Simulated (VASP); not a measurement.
Method: MS2 meta-GGA, VASP's PBE PAW potentials (set 64) (plane waves; VASP).

VASP input:

**KPOINTS**
```
Automatic mesh
0
Gamma
11 11 11
0 0 0
```

**POSCAR**
```
Pb
1.0
  0.0000000000   2.4750000000   2.4750000000
  2.4750000000   0.0000000000   2.4750000000
  2.4750000000   2.4750000000   0.0000000000
Pb
1
Cart
  0.0000000000   0.0000000000   0.0000000000
```

### INCAR
```
SYSTEM = Pb
PREC = Accurate
ENCUT = 520
EDIFF = 1E-6
NELM = 100
ALGO = Normal
LREAL = .FALSE.
LASPH = .TRUE.
ISMEAR = 1
SIGMA = 0.1
METAGGA = MS2
LMIXTAU = .TRUE.
LMAXMIX = 4
LWAVE = .FALSE.
LCHARG = .FALSE.
IBRION = 2
ISIF = 3
NSW = 60
EDIFFG = -0.01
```

POTCAR, in this order: Pb_d (PBE.64 set). Program: vasp_std.

The resulting files:

**OSZICAR**
```
       N       E                     dE             d eps       ncg     rms          rms(c)
DAV:   1     0.114421339762E+03    0.11442E+03   -0.68388E+03  1250   0.138E+03
DAV:   2     0.104960525585E+02   -0.10393E+03   -0.10163E+03  1274   0.306E+02
DAV:   3     0.643552858699E+01   -0.40605E+01   -0.40376E+01  1502   0.747E+01
DAV:   4     0.635133123717E+01   -0.84197E-01   -0.84158E-01  1523   0.112E+01
DAV:   5     0.634833663096E+01   -0.29946E-02   -0.29945E-02  1600   0.184E+00    0.466E+00
DAV:   6     0.166250123097E+02    0.10277E+02   -0.22035E+01  1397   0.121E+02    0.244E+00
DAV:   7     0.161312265713E+02   -0.49379E+00   -0.20911E-01  1442   0.779E+00    0.152E+00
DAV:   8     0.162036524247E+02    0.72426E-01   -0.16960E-01  1361   0.648E+00    0.496E-01
DAV:   9     0.161550290966E+02   -0.48623E-01   -0.37423E-01  1430   0.144E+01    0.108E+00
DAV:  10     0.161818091193E+02    0.26780E-01   -0.11112E-01  1439   0.737E+00    0.199E-01
DAV:  11     0.161969231946E+02    0.15114E-01   -0.47698E-03  1349   0.971E-01    0.929E-02
DAV:  12     0.161970139613E+02    0.90767E-04   -0.17332E-03  1481   0.964E-01    0.115E-02
DAV:  13     0.161973553443E+02    0.34138E-03   -0.19671E-04  1424   0.300E-01    0.219E-02
DAV:  14     0.161973311793E+02   -0.24165E-04   -0.89448E-05  1442   0.222E-01    0.254E-03
DAV:  15     0.161973216859E+02   -0.94935E-05   -0.21020E-06  1379   0.212E-02    0.276E-03
DAV:  16     0.161973224461E+02    0.76029E-06   -0.45304E-07   766   0.859E-03
   1 F= 0.16197322E+02 E0= 0.16197463E+02  d E =0.161973E+02
       N       E                     dE             d eps       ncg     rms          rms(c)
DAV:   1     0.161108632228E+02   -0.86458E-01   -0.22781E+00  1451   0.333E+01    0.147E+00
DAV:   2     0.161903442285E+02    0.79481E-01   -0.17029E-01  1424   0.979E+00    0.467E-01
DAV:   3     0.161964057226E+02    0.60615E-02   -0.26326E-02  1830   0.319E+00    0.528E-02
DAV:   4     0.161964497486E+02    0.44026E-04   -0.44212E-03  1385   0.154E+00    0.610E-02
DAV:   5     0.161962949255E+02   -0.15482E-03   -0.70477E-05  1398   0.162E-01    0.489E-02
DAV:   6     0.161961461276E+02   -0.14880E-03   -0.20840E-04  1280   0.181E-01    0.158E-02
DAV:   7     0.161960315212E+02   -0.11461E-03   -0.71834E-05  1253   0.129E-01    0.702E-03
DAV:   8     0.161960489389E+02    0.17418E-04   -0.21362E-05  1421   0.111E-01    0.930E-04
DAV:   9     0.161960453590E+02   -0.35800E-05   -0.61734E-07  1072   0.105E-02    0.319E-04
DAV:  10     0.161960490590E+02    0.37000E-05   -0.24623E-07   643   0.104E-02    0.497E-04
DAV:  11     0.161960474939E+02   -0.15651E-05   -0.60501E-08   640   0.585E-03    0.411E-05
DAV:  12     0.161960476273E+02    0.13336E-06   -0.64842E-09   622   0.150E-03
   2 F= 0.16196048E+02 E0= 0.16196329E+02  d E =-.127482E-02
       N       E                     dE             d eps       ncg     rms          rms(c)
DAV:   1     0.161943330019E+02   -0.17145E-02   -0.46237E-02  1454   0.489E+00    0.206E-01
DAV:   2     0.161958445218E+02    0.15115E-02   -0.32861E-03  1433   0.133E+00    0.669E-02
DAV:   3     0.161959867479E+02    0.14223E-03   -0.55824E-04  1849   0.462E-01    0.687E-03
DAV:   4     0.161959906111E+02    0.38632E-05   -0.81899E-05  1379   0.209E-01    0.839E-03
DAV:   5     0.161959921220E+02    0.15109E-05   -0.92758E-07   789   0.190E-02    0.689E-03
DAV:   6     0.161960006021E+02    0.84801E-05   -0.38531E-06  1253   0.162E-02    0.388E-03
DAV:   7     0.161960038557E+02    0.32536E-05   -0.19076E-06  1253   0.281E-02    0.124E-03
DAV:   8     0.161960012977E+02   -0.25580E-05   -0.79242E-07   616   0.218E-02    0.571E-04
DAV:   9     0.161960027778E+02    0.14801E-05   -0.10389E-07   616   0.736E-03    0.881E-05
DAV:  10     0.161960021943E+02   -0.58352E-06   -0.61682E-09   616   0.156E-03
   3 F= 0.16196002E+02 E0= 0.16196269E+02  d E =-.132025E-02
```

### OUTCAR
```
------------------------ aborting loop because EDIFF is reached ----------------------------------------
  FORCE on cell =-STRESS in cart. coord.  units (eV):
  Direction    XX          YY          ZZ          XY          YZ          ZX
  --------------------------------------------------------------------------------------
  Total        0.0006093      0.0006093      0.0006093      0.0000000      0.0000000      0.0000000
  in kB        0.0327736      0.0327736      0.0327736      0.0000000      0.0000000      0.0000000
  external PRESSURE =       0.0327736 kB  Pullay stress =       0.0000000 kB
  volume of cell :       29.79
      direct lattice vectors                 reciprocal lattice vectors
     0.000000000  2.460310969  2.460310969    -0.203226343  0.203226343  0.203226343
     2.460310969  0.000000000  2.460310969     0.203226343 -0.203226343  0.203226343
     2.460310969  2.460310969  0.000000000     0.203226343  0.203226343 -0.203226343
 POSITION                                       TOTAL-FORCE (eV/Angst)
 -----------------------------------------------------------------------------------
      0.00000      0.00000      0.00000         0.000000      0.000000      0.000000
 -----------------------------------------------------------------------------------
    total drift:                               -0.000000     -0.000000     -0.000000
  FREE ENERGIE OF THE ION-ELECTRON SYSTEM (eV)
  ---------------------------------------------------
  free  energy   TOTEN  =        16.1960021943 eV

  energy  without entropy=       16.1968039349  energy(sigma->0) =       16.19626944

 reached required accuracy - stopping structural energy minimisation
```
(Selected blocks of OUTCAR.)

**CONTCAR**
```
Pb
   1.00000000000000
     0.0000000000000000    2.4603109686374331    2.4603109686374331
     2.4603109686374331    0.0000000000000000    2.4603109686374331
     2.4603109686374331    2.4603109686374331    0.0000000000000000
  Pb
     1
Direct
     0.0000000000000000    0.0000000000000000    0.0000000000000000
```

File OUTCAR:
```
 val. band max:        7.4642729778   @ k =   0.2727   0.0000   0.0000

 cond. band min:       7.4885050307   @ k =   0.3636   0.2727   0.0000


 Fermi energy:         7.4764657547

 k-point     1 :       0.0000    0.0000    0.0000
  band No.  band energies     occupation
      1      -9.8689      2.00000
      2      -9.8689      2.00000
      3      -9.8689      2.00000
      4      -9.7157      2.00000
      5      -9.7157      2.00000
      6      -4.5900      2.00000
      7      15.0292      0.00000
      8      15.0292      0.00000
      9      15.0292      0.00000
     10      17.3786      0.00000
     11      19.1385      0.00000

 k-point     2 :       0.0909    0.0000    0.0000
  band No.  band energies     occupation
      1      -9.8694      2.00000
      2      -9.8565      2.00000
      3      -9.8565      2.00000
      4      -9.7162      2.00000
      5      -9.7162      2.00000
      6      -4.4253      2.00000
      7      13.2121      0.00000
      8      14.8178      0.00000
      9      14.8179      0.00000
     10      17.0344      0.00000
     11      19.8245      0.00000

 k-point     3 :       0.1818    0.0000    0.0000
  band No.  band energies     occupation
      1      -9.8731      2.00000
      2      -9.8342      2.00000
      3      -9.8341      2.00000
      4      -9.7066      2.00000
      5      -9.7065      2.00000
      6      -3.9302      2.00000
      7      10.2817      0.00000
      8      14.3346      0.00000
      9      14.3346      0.00000
     10      16.6939      0.00000
     11      20.1013      0.00000

 k-point     4 :       0.2727    0.0000    0.0000
  band No.  band energies     occupation
      1      -9.8821      2.00000
      2      -9.8315      2.00000
      3      -9.8314      2.00000
      4      -9.6665      2.00000
      5      -9.6664      2.00000
      6      -3.1120      2.00000
      7       7.4643      1.20468
      8      13.8081      0.00000
      9      13.8081      0.00000
...
```

Unless said otherwise, spin-orbit coupling is left out, though it shifts the bands of the heavy elements here.

The compound is Pb in the fcc structure. This run relaxes it. Symmetry was kept, so distortions that lower it aren't found.
